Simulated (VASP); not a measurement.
# NbAs: Ge into a neighbouring Nb vacancy, part 3 of 4

Aim: the barrier for one hop in NbAs: Ge into a neighbouring Nb vacancy. The start is a cell from a database of measured crystal structures.

VASP 6.6.1, plane waves and PAW; the level of theory is named at each step.

So far. Step 2 (Relax the host): The run ended after 7 ionic steps, 0.027 eV below its first step, once forces and stress met EDIFFG = -0.02. Step 3 (Relax the start): The run ended after 18 ionic steps, 0.466 eV below its first step, once the forces on the free atoms met EDIFFG = -0.05.

**4. Relax the end**

Level of this step: LDA; plane waves and PAW (Nb_pv, Ge, As) (VASP).

The end state is relaxed in the same way, so that both ends share their errors.

File INCAR:

```
SYSTEM = Nb6GeAs8
PREC = Normal
ENCUT = 280
EDIFF = 1E-05
NELM = 120
ISMEAR = 1
SIGMA = 0.15
LREAL = Auto
ALGO = Fast
GGA = CA
NBANDS = 70
LASPH = .TRUE.
LORBIT = 11
LWAVE = .FALSE.
LCHARG = .FALSE.
KPAR = 3
IBRION = 2
NSW = 60
ISIF = 2
EDIFFG = -0.05
POTIM = 0.4
MAXMIX = 40
ISYM = 0
```

File POSCAR:

```
Nb6GeAs8
1.0
   -1.7160123085      1.7160123085      5.7739748087
    3.4320246170     -3.4320246170     11.5479496174
    3.4320246170      3.4320246170    -11.5479496174
Nb Ge As
6 1 8
Direct
    0.4979874216      0.4991682340      0.7503819007
    0.5044058188      1.0013363104      0.2543266444
    0.7520521241      0.3715101197     -0.0002522649
    0.7439948668      0.3776819731      0.4994387371
    0.7408362107      0.8739981654     -0.0036969791
    0.7485455164      0.8736355568      0.5009524804
    0.4990115990      0.4956976753      0.2473549475
    0.9189136274      0.2079299776      0.2528992366
    0.9239644014      0.2091551265      0.7543095119
    0.9221657249      0.7065285291      0.2498293405
    0.9127649979      0.7099987281      0.7516044971
    0.1660878476      0.0840224056     -0.0016195656
    0.1557694755      0.0832007896      0.4958123366
    0.1701955675      0.5856922551      0.0045557775
    0.1707509023      0.5840741134      0.5012952260
```

File KPOINTS:

```
Automatic mesh
0
Gamma
5 5 5
0 0 0
```

The projector-augmented-wave data sets are Nb_pv, Ge and As (LDA family, release 64).

Command:

```bash
> mpirun -np 3 vasp_std
```

The log of the run:

```text
[... set-up lines as in an earlier step ...]
 entering main loop
       N       E                     dE             d eps       ncg     rms          rms(c)
DAV:   1     0.767567288237E+03    0.76757E+03   -0.36896E+04  9284   0.966E+02
DAV:   2    -0.433359289871E+02   -0.81090E+03   -0.78209E+03  9128   0.403E+02
DAV:   3    -0.122504279832E+03   -0.79168E+02   -0.74125E+02 12120   0.962E+01
DAV:   4    -0.126802589894E+03   -0.42983E+01   -0.41967E+01 11304   0.237E+01
DAV:   5    -0.126965879434E+03   -0.16329E+00   -0.16243E+00 12488   0.421E+00    0.516E+01
RMM:   6    -0.120862823114E+03    0.61031E+01   -0.27525E+01 10716   0.181E+01    0.154E+01
RMM:   7    -0.120896404903E+03   -0.33582E-01   -0.82026E+00 11516   0.844E+00    0.118E+01
RMM:   8    -0.120382836304E+03    0.51357E+00   -0.23224E+00 11465   0.462E+00    0.714E+00
RMM:   9    -0.120344966706E+03    0.37870E-01   -0.41925E-01 10722   0.229E+00    0.298E+00
RMM:  10    -0.120349657617E+03   -0.46909E-02   -0.23651E-01 11472   0.130E+00    0.104E+00
RMM:  11    -0.120342343570E+03    0.73140E-02   -0.51050E-02 11369   0.685E-01    0.667E-01
RMM:  12    -0.120340721547E+03    0.16220E-02   -0.18510E-02 10808   0.430E-01    0.390E-01
RMM:  13    -0.120340969878E+03   -0.24833E-03   -0.63167E-03 11451   0.218E-01    0.204E-01
RMM:  14    -0.120340815118E+03    0.15476E-03   -0.28872E-03 10906   0.151E-01    0.114E-01
RMM:  15    -0.120340696955E+03    0.11816E-03   -0.11451E-03 10817   0.120E-01    0.291E-02
RMM:  16    -0.120340736804E+03   -0.39849E-04   -0.50871E-04 10336   0.462E-02    0.266E-02
RMM:  17    -0.120340741517E+03   -0.47130E-05   -0.15326E-04  7996   0.273E-02    0.106E-02
RMM:  18    -0.120340746466E+03   -0.49496E-05   -0.47568E-05  6450   0.180E-02
   1 F= -.12034075E+03 E0= -.12034246E+03  d E =-.120341E+03
 curvature:   0.00 expect dE= 0.000E+00 dE for cont linesearch  0.000E+00
 trial: gam= 0.00000 g(F)=  0.314E+00 g(S)=  0.000E+00 ort = 0.000E+00 (trialstep = 0.100E+01)
 search vector abs. value=  0.314E+00
 bond charge predicted
       N       E                     dE             d eps       ncg     rms          rms(c)
DAV:   1    -0.120247656104E+03    0.93085E-01   -0.19963E+01  9540   0.247E+01    0.220E+00
RMM:   2    -0.120492837041E+03   -0.24518E+00   -0.28237E+00  9868   0.835E+00    0.168E+00
RMM:   3    -0.120574579425E+03   -0.81742E-01   -0.60475E-01 10808   0.390E+00    0.137E+00
RMM:   4    -0.120569123582E+03    0.54558E-02   -0.12138E-01 11088   0.154E+00    0.695E-01
RMM:   5    -0.120568555134E+03    0.56845E-03   -0.30314E-02 11151   0.809E-01    0.515E-01
RMM:   6    -0.120568460187E+03    0.94947E-04   -0.95837E-03 10687   0.374E-01    0.412E-01
RMM:   7    -0.120568707408E+03   -0.24722E-03   -0.27554E-03 11509   0.200E-01    0.240E-01
RMM:   8    -0.120568671195E+03    0.36214E-04   -0.15423E-03 11068   0.147E-01    0.140E-01
RMM:   9    -0.120568654716E+03    0.16479E-04   -0.35336E-04 11172   0.781E-02    0.923E-02
RMM:  10    -0.120568637221E+03    0.17495E-04   -0.18718E-04 10218   0.494E-02    0.291E-02
RMM:  11    -0.120568639964E+03   -0.27435E-05   -0.69048E-05  7633   0.295E-02
   2 F= -.12056864E+03 E0= -.12057049E+03  d E =-.227893E+00
[... from here on, the cycles between the ionic steps are left out ...]
   3 F= -.12062253E+03 E0= -.12062465E+03  d E =-.281780E+00
   4 F= -.12068222E+03 E0= -.12068451E+03  d E =-.596949E-01
   5 F= -.12070924E+03 E0= -.12071171E+03  d E =-.867139E-01
   6 F= -.12074339E+03 E0= -.12074604E+03  d E =-.341455E-01
   7 F= -.12075768E+03 E0= -.12076050E+03  d E =-.484376E-01
   8 F= -.12078147E+03 E0= -.12078431E+03  d E =-.237893E-01
   9 F= -.12078974E+03 E0= -.12079260E+03  d E =-.320611E-01
  10 F= -.12081658E+03 E0= -.12081968E+03  d E =-.268400E-01
  11 F= -.12082703E+03 E0= -.12083029E+03  d E =-.372933E-01
  12 F= -.12084143E+03 E0= -.12084480E+03  d E =-.144020E-01
  13 F= -.12084240E+03 E0= -.12084577E+03  d E =-.153666E-01
  14 F= -.12084685E+03 E0= -.12085031E+03  d E =-.444687E-02
  15 F= -.12084696E+03 E0= -.12085043E+03  d E =-.455878E-02
 curvature:  -1.12 expect dE=-0.115E-02 dE for cont linesearch -0.903E-07
 trial: gam= 0.26686 g(F)=  0.103E-02 g(S)=  0.000E+00 ort =-0.182E-04 (trialstep = 0.190E+01)
 search vector abs. value=  0.131E-02
 bond charge predicted
       N       E                     dE             d eps       ncg     rms          rms(c)
DAV:   1    -0.120843901607E+03    0.30558E-02   -0.28224E-01  8988   0.304E+00    0.252E-01
RMM:   2    -0.120847215747E+03   -0.33141E-02   -0.39796E-02  9839   0.100E+00    0.178E-01
RMM:   3    -0.120848088535E+03   -0.87279E-03   -0.74917E-03 10444   0.457E-01    0.121E-01
RMM:   4    -0.120848265693E+03   -0.17716E-03   -0.15440E-03 11256   0.161E-01    0.105E-01
RMM:   5    -0.120848234290E+03    0.31403E-04   -0.33196E-04 10690   0.904E-02    0.734E-02
RMM:   6    -0.120848217807E+03    0.16483E-04   -0.16106E-04  9854   0.516E-02    0.378E-02
RMM:   7    -0.120848229699E+03   -0.11892E-04   -0.48098E-05  7268   0.349E-02    0.357E-02
RMM:   8    -0.120848223291E+03    0.64081E-05   -0.15734E-05  5449   0.238E-02
  16 F= -.12084822E+03 E0= -.12085180E+03  d E =-.126497E-02
 trial-energy change:   -0.001265  1 .order   -0.001220   -0.001942   -0.000499
 step:   2.4353(harm=  2.5614)  dis= 0.00743  next Energy=  -120.848294 (dE=-0.134E-02)
 reached required accuracy - stopping structural energy minimisation
```

Run time: 30 min. Hardware: 3 MPI ranks of AMD EPYC 9R45, shared host; peak memory 1.3 GiB; 1.5 h of CPU time.

Parts of OUTCAR (step 4):

```text
 Found     63 irreducible k-points:

   NELECT =     110.0000    total number of electrons

 E-fermi :   5.9004

 k-point     1 :       0.0000    0.0000    0.0000
  band No.  band energies     occupation
    ...
     50       4.7857      2.00000
     51       4.9985      2.00000
     52       5.0019      2.00000
     53       5.4766      2.00048
     54       5.6839      2.06019
     55       6.0257      0.00296
     56       6.3482     -0.00020
     57       6.3729     -0.00008
     58       6.5346     -0.00000
     59       6.6682     -0.00000
    ...

 k-point     2 :       0.2000   -0.0000    0.0000
  band No.  band energies     occupation
    ...
     51       4.8246      2.00000
     52       4.9639      2.00000
     53       5.2759      2.00000
     54       5.3582      2.00000
     55       5.7301      2.06813
     56       6.0162      0.03481
     57       6.1038     -0.06652
     58       6.6430     -0.00000
     59       6.9090     -0.00000
     60       6.9337     -0.00000
    ...

  Total       -2.8459192      8.9852826      4.7895085     -0.2187441      0.3510858     -0.1926707
  in kB      -16.7609056     52.9183944     28.2075824     -1.2882831      2.0677033     -1.1347251
  external PRESSURE =      21.4550237 kB  Pullay stress =       0.0000000 kB

 POSITION                                       TOTAL-FORCE (eV/Angst)
 -----------------------------------------------------------------------------------
      3.43583      1.70430      0.06211         0.003115     -0.009457     -0.023444
     -0.00097      1.71432      0.09859        -0.007516      0.003914     -0.020275
      3.43552      3.40404     -2.82909        -0.000988     -0.010901      0.000764
      1.70387      1.69844      2.87610         0.005540      0.000020      0.002148
      1.73225     -1.69991     14.44989         0.000758     -0.012489      0.013131
      3.43278     -0.04517      8.75394         0.001537     -0.017253      0.002912
      1.71853      0.03911      5.22504        -0.008667      0.007737     -0.007655
     -0.02902      1.82741      4.80285         0.005103      0.036967      0.001060
      1.70144      3.37393     -0.90234        -0.004097      0.006664      0.001057
      1.73923     -0.05029     10.65243        -0.013654     -0.000470     -0.002962
      3.45763      1.84237      4.79397         0.008100      0.004931      0.019750
      3.40523      3.35836     -9.62579         0.001582      0.018284     -0.030019
      1.71863      1.76440     -3.87105         0.016506     -0.012937      0.041855
      1.71602     -1.70289      7.68809        -0.006098     -0.011529      0.027262
      3.46162     -0.04330      1.94029        -0.001221     -0.003482     -0.025583
 -----------------------------------------------------------------------------------
    total drift:                               -0.011303     -0.010302     -0.005815

  FREE ENERGIE OF THE ION-ELECTRON SYSTEM (eV)
  ---------------------------------------------------
  free  energy   TOTEN  =      -120.8482232912 eV

  energy  without entropy=     -120.8589588035  energy(sigma->0) =     -120.85180180

 total charge
# of ion       s       p       d       tot
------------------------------------------
    1        0.342   6.365   3.230   9.938
    2        0.342   6.369   3.236   9.947
    3        0.328   6.329   3.188   9.845
    4        0.321   6.340   3.180   9.841
    5        0.321   6.342   3.186   9.849
    6        0.327   6.330   3.193   9.850
    7        1.234   1.062   0.111   2.406
    8        1.239   1.600   0.067   2.905
    9        1.238   1.589   0.068   2.895
   10        1.238   1.591   0.068   2.897
   11        1.239   1.595   0.067   2.900
   12        1.224   1.614   0.059   2.896
   13        1.225   1.619   0.064   2.908
   14        1.229   1.613   0.068   2.910
   15        1.227   1.612   0.063   2.902
--------------------------------------------------
tot         13.073  51.967  19.847  84.887

[... 6 parts as in an earlier step ...]

[... 6 further parts left out ...]
```

CONTCAR:

```
Nb6GeAs8
   1.00000000000000
    -1.7160123085000001    1.7160123085000001    5.7739748087000002
     3.4320246170000002   -3.4320246170000002   11.5479496174000005
     3.4320246170000002    3.4320246170000002  -11.5479496174000005
  Nb              Ge              As
     6     1     8
Direct
     0.5019648592842535    0.5032439397079203    0.7488477529698597
     0.5080439768332914    0.0041275629541440    0.2496124460619017
     0.7468600083682212    0.3780163697579075    0.9964328034620286
     0.7439371860970961    0.3727590091826395    0.4956704794213123
     0.7559867755082192    0.8780132771503203    0.0047118970073183
     0.7448906225408470    0.8791362578094070    0.4935301445012234
     0.4638608906843452    0.4765996006820579    0.2560651702759311
     0.9483630983765527    0.2037248301481894    0.2620014686902435
     0.9049341708729547    0.2088082321865034    0.7394141346054671
     0.9077980468027314    0.7146084272178699    0.2460551377687562
     0.9519545704094096    0.7112982947925564    0.7721393210848986
     0.1449866975451351    0.0793214010577729    0.9853645310278712
     0.1788825915219989    0.0827739413096792    0.5074304047745724
     0.1695776835736627    0.5828777282418189    0.0019126977224601
     0.1554049234812826    0.5883210875012167    0.4980034373261574
```

The steps of the relaxation:

```
step  energy less that of the first step (eV)  largest force (eV/Å)
   1                                   0.0000                1.2505
   2                                  -0.2279                0.6511
   3                                  -0.2818                0.5812
   4                                  -0.3415                0.5074
   5                                  -0.3685                0.5086
   6                                  -0.4026                0.3791
   7                                  -0.4169                0.3305
   8                                  -0.4407                0.2734
   9                                  -0.4490                0.2323
  10                                  -0.4758                0.1665
  11                                  -0.4863                0.2576
  12                                  -0.5007                0.1228
  13                                  -0.5017                0.1206
  14                                  -0.5061                0.0716
  15                                  -0.5062                0.0781
  16                                  -0.5075                0.0468
```

The atoms that moved most (Å):

```
atom      dx      dy      dz  length
 Ge7   0.025   0.035  -0.524   0.526
 Nb6   0.000  -0.051   0.128   0.138
As11   0.008   0.133   0.004   0.134
 Nb2  -0.013  -0.020   0.108   0.110
 As8  -0.034   0.096   0.016   0.103
 As9  -0.020  -0.083   0.058   0.103
 Nb3   0.020  -0.043   0.083   0.096
As10   0.039  -0.065   0.054   0.093
```

Final coordinates:

```xyz
15
Lattice="-1.7160 1.7160 5.7740 3.4320 -3.4320 11.5479 3.4320 3.4320 -11.5479" Properties=species:S:1:pos:R:3 pbc="T T T"
Nb    3.4358    1.7043    0.0621
Nb    3.4311   -1.7177   11.6465
Nb    0.0035   -0.0280    8.7189
Nb    1.7039    1.6984    2.8761
Nb    1.7323   -1.6999   14.4499
Nb    3.4328   -0.0452    8.7539
Ge    1.7185    0.0391    5.2250
As   -0.0290    1.8274    4.8028
As    1.7014    3.3739   -0.9023
As    1.7392   -0.0503   10.6524
As    3.4576    1.8424    4.7940
As   -0.0268   -0.0737    1.9222
As    1.7186    1.7644   -3.8710
As    1.7160   -1.7029    7.6881
As    3.4616   -0.0433    1.9403
```

Numbers from this step:

```
electronic cycles       : 162
free energy (TOTEN)     : -120.8482 eV
energy at zero smearing : -120.8518 eV
Fermi energy            : 5.900 eV
```

The run ended after 16 ionic steps, 0.507 eV below its first step, once the forces on the free atoms met EDIFFG = -0.05.

[end of part 3 of 4]

[Lines on the potential files, build, host, timing and source positions are cut from VASP's logs without a mark.]

[Logs are printed without paths, hosts, clocks, repeated set-up lines and the standing remarks that a program may print on its own settings, such as how far it seeks lower states.]

[Hosts, paths, dates, database ids (printed as entryN), source tags and the programs' standing remarks are cut or masked in the printed files.]

[Runs that stopped without an error message from VASP are left out.]
